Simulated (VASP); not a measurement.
Computed with SCAN meta-GGA, VASP's PBE PAW potentials (set 64) (plane waves; VASP 6.6.1).

A VASP calculation is set up with these files.

### POSCAR
```
F atom
1.0
 12.0000000000   0.0000000000   0.0000000000
  0.0000000000  12.5000000000   0.0000000000
  0.0000000000   0.0000000000  13.0000000000
F
1
direct
  0.0000000000   0.0000000000   0.0000000000
```

INCAR:
```
ALGO=All
EDIFF=1E-6
ENCUT=520
ISMEAR=0
ISPIN=2
ISYM=0
LASPH=.TRUE.
LCHARG=.FALSE.
LMIXTAU=.TRUE.
LORBIT=10
LREAL=.FALSE.
LWAVE=.FALSE.
MAGMOM=1
METAGGA=SCAN
NELM=200
NUPDOWN=1
PREC=Normal
SIGMA=0.01
SYSTEM=F atom
```

KPOINTS:
```
Automatic mesh
0
Gamma
1 1 1
0 0 0
```

POTCAR, in this order: F (PBE.64 set). Program: vasp_gam. Read from the step before: WAVECAR.

Output of the run:

**OUTCAR**
```
 ion  position               nearest neighbor table
   1  0.000  0.000  0.000-
 Subroutine IBZKPT returns following result:
 Found      1 irreducible k-points:

 Following reciprocal coordinates:
            Coordinates               Weight
  0.000000  0.000000  0.000000      1.000000
   k-points           NKPTS =      1   k-points in BZ     NKDIM =      1   number of bands    NBANDS=      8
   number of dos      NEDOS =    301   number of ions     NIONS =      1
   total plane-waves  NPLWV = 392000
   dimension x,y,z NGX =    70 NGY =   70 NGZ =   80
   dimension x,y,z NGXF=   140 NGYF=  140 NGZF=  160
   ions per type =               1
   PREC   = normal    normal or accurate (medium, high low for compatibility)
   ISTART =      1    job   : 0-new  1-cont  2-samecut
   ICHARG =      0    charge: 1-file 2-atom 10-const
   ISPIN  =      2    spin polarized calculation?
   LNONCOLLINEAR =      F non collinear calculations
   LSORBIT =      F    spin-orbit coupling
   INIWAV =      1    electr: 0-lowe 1-rand  2-diag
   ENCUT  =  520.0 eV  38.22 Ry    6.18 a.u.  22.31 23.24 24.17*2*pi/ulx,y,z
   NELM   =    200;   NELMIN=  2; NELMDL=  0     # of ELM steps
   EDIFF  = 0.1E-05   stopping-criterion for ELM
   LREAL  =      F    real-space projection
   NLSPLINE    = F    spline interpolate recip. space projectors
   LMAXMIX     =    2 max onsite mixed and CHGCAR
   VOSKOWN=      0    Vosko Wilk Nusair interpolation
   EDIFFG = 0.1E-04   stopping-criterion for IOM
   NSW    =      0    number of steps for IOM
   NBLOCK =      1;   KBLOCK =      1    inner block; outer block
   IBRION =     -1    ionic relax: 0-MD 1-quasi-New 2-CG
   NFREE  =      0    steps in history (QN), initial steepest desc. (CG)
   ISIF   =      2    stress and relaxation
   ISYM   =      0    0-nonsym 1-usesym 2-fastsym
   TEIN   =    0.0    initial temperature
   TEBEG  =    0.0;   TEEND  =   0.0 temperature during run
   SMASS  =  -3.00    Nose mass-parameter (am)
   PSTRESS=    0.0 pullay stress
   NELECT =       7.0000    total number of electrons
   EFERMI =   0.00;   METHOD = LEGACY
   ISMEAR =     0;   SIGMA  =   0.01  broadening in eV -4-tet -1-fermi 0-gaus
   IALGO  =     58    algorithm
   LDIAG  =      T    sub-space diagonalisation (order eigenvalues)
   IMIX   =      4    mixing-type and parameters
     AMIX     =   0.40;   BMIX     =  1.00
     AMIX_MAG =   1.60;   BMIX_MAG =  1.00
     AMIN     =   0.10
   METAGGA = SCAN    functional components
   VOSKOWN =     0    Vosko Wilk Nusair interpolation
   LHFCALC =     F    Hartree Fock is set to
   LHFONE  =     F    Hartree Fock one center treatment
   AEXX    =    0.0000 exact exchange contribution
   IVDW    =     0    specifies the selected vdW correction
   LEPSILON=     F    determine dielectric tensor
   LRPA    =     F    only Hartree local field effects (RPA)
  energy-cutoff  :      520.00
  volume of cell :     1950.00
      direct lattice vectors                 reciprocal lattice vectors
    12.000000000  0.000000000  0.000000000     0.083333333  0.000000000  0.000000000
     0.000000000 12.500000000  0.000000000     0.000000000  0.080000000  0.000000000
     0.000000000  0.000000000 13.000000000     0.000000000  0.000000000  0.076923077
 k-point     1 :   0.0000 0.0000 0.0000  plane waves:   26244
 maximum number of plane-waves:     26244
```

### OSZICAR
```
       N       E                     dE             d eps       ncg     rms           ort
SDA:   1    -0.179102964023E+01   -0.17910E+01    0.00000E+00     8   0.988E-01   0.000E+00
CGA:   2    -0.180410921500E+01   -0.13080E-01   -0.13260E-01     8   0.226E-01   0.733E-03
SDA:   3    -0.186570305983E+01   -0.61594E-01   -0.61594E-01     8   0.549E+01   0.118E+00
CGA:   4    -0.258741337227E+01   -0.72171E+00   -0.85669E+00     8   0.154E+00   0.289E-01
CGA:   5    -0.263984251636E+01   -0.52429E-01   -0.52145E-01     8   0.875E-01   0.109E-02
CGA:   6    -0.265888240110E+01   -0.19040E-01   -0.19047E-01     8   0.249E-01  -0.767E-03
CGA:   7    -0.266469952551E+01   -0.58171E-02   -0.57990E-02     8   0.442E-02   0.748E-03
CGA:   8    -0.266592277064E+01   -0.12232E-02   -0.11958E-02     8   0.121E-02   0.108E-04
CGA:   9    -0.266621079295E+01   -0.28802E-03   -0.28639E-03     8   0.279E-03   0.130E-03
SDA:  10    -0.266623154541E+01   -0.20752E-04   -0.38351E-04     8   0.122E-03   0.192E-03
SDA:  11    -0.266623951157E+01   -0.79662E-05   -0.77945E-05     8   0.869E-04   0.102E-03
 trl  12    -0.266623950440E+01    0.71689E-08   -0.81262E-08     8   0.869E-04   0.869E-04
SDA:  13    -0.266623950316E+01    0.84118E-08   -0.81262E-08     8   0.864E-04   0.869E-04
   1 F= -.26662395E+01 E0= -.26662395E+01  d E =-.421614E-13  mag=     1.0000
```

File OUTCAR:
```
------------------------ aborting loop because EDIFF is reached ----------------------------------------
  FORCE on cell =-STRESS in cart. coord.  units (eV):
  Direction    XX          YY          ZZ          XY          YZ          ZX
  --------------------------------------------------------------------------------------
  Total        0.0060247     -0.1174641     -0.0230025     -0.0045639      0.0142824     -0.0012344
  in kB        0.0049501     -0.0965119     -0.0188996     -0.0037499      0.0117348     -0.0010142
  external PRESSURE =      -0.0368205 kB  Pullay stress =       0.0000000 kB
  volume of cell :     1950.00
      direct lattice vectors                 reciprocal lattice vectors
    12.000000000  0.000000000  0.000000000     0.083333333  0.000000000  0.000000000
     0.000000000 12.500000000  0.000000000     0.000000000  0.080000000  0.000000000
     0.000000000  0.000000000 13.000000000     0.000000000  0.000000000  0.076923077
 POSITION                                       TOTAL-FORCE (eV/Angst)
 -----------------------------------------------------------------------------------
      0.00000      0.00000      0.00000         0.000279      0.001361     -0.000221
 -----------------------------------------------------------------------------------
    total drift:                                0.000279      0.001361     -0.000221
  FREE ENERGIE OF THE ION-ELECTRON SYSTEM (eV)
  ---------------------------------------------------
  free  energy   TOTEN  =        -2.6662395032 eV

  energy  without entropy=       -2.6662395032  energy(sigma->0) =       -2.66623950

 total charge

# of ion       s       p       d       tot
------------------------------------------
    1        1.762   4.022   0.000   5.784

 magnetization (x)

# of ion       s       p       d       tot
------------------------------------------
    1        0.006   0.850   0.000   0.855
```
(Selected blocks of OUTCAR.)

File OUTCAR:
```
 val. band max:      -10.7213213839   @ k =   0.0000   0.0000   0.0000

 cond. band min:      -8.1203637282   @ k =   0.0000   0.0000   0.0000


 Fermi energy:       -11.5848993713

 spin component 1

 k-point     1 :       0.0000    0.0000    0.0000
  band No.  band energies     occupation
      1     -32.5795      1.00000
      2     -14.2468      1.00000
      3     -11.5898      1.00000
      4     -11.5876      1.00000
      5      -0.0269      0.00000
      6       0.8234      0.00000
      7       0.8911      0.00000
      8       0.9509      0.00000

 Fermi energy:       -10.6018373857

 spin component 2

 k-point     1 :       0.0000    0.0000    0.0000
  band No.  band energies     occupation
      1     -29.5789      1.00000
      2     -10.7609      1.00000
      3     -10.7213      1.00000
      4      -8.1204      0.00000
      5      -0.0105      0.00000
      6       0.8784      0.00000
      7       0.8966      0.00000
      8       0.9635      0.00000
```

The atom may not be in its lowest state.

The cell is a free atom in a box.
